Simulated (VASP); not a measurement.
Here is the system:

```xyz
3
Lattice="-1.6371 1.6371 3.9933 1.6371 -1.6371 3.9933 1.6371 1.6371 -3.9933" Properties=species:S:1:pos:R:3 pbc="T T T"
Si     0.0000     0.0000     5.3111
Si     0.0000     0.0000     2.6755
W      0.0000     0.0000     0.0000
```

Calculation: PBE GGA, VASP's PBE PAW potentials (set 64) (plane waves; VASP 6.6.1). Settings: 200 eV cut-off, 12×12×12 Γ-centred mesh, first-order Methfessel-Paxton smearing of 0.10 eV, potentials Si W_sv.

At this cut-off the stress carries a Pulay error, which pulls relaxed volumes low. Unless said otherwise, spin-orbit coupling is left out, though it shifts the bands of the heavy elements here.

### Question
Estimate the energy per atom (σ→0), pressure, band gap (on the k-mesh) with the smallest direct gap where there is one.

### Answer

```json
{
 "band gap (on the k-mesh)": "none (metal, semimetal or under 0.01 eV)",
 "energy per atom (σ→0)": "-8.221 eV/atom",
 "pressure": "-11.47 GPa"
}
```

Total energies compare only between runs with the same potentials, cut-off and functional.

The compound is WSi2 in the MoSi2 type structure. The cell was not relaxed at this level. The run is one of a series of settings (ENCUT = 200 against the base run), some of them coarse on purpose.
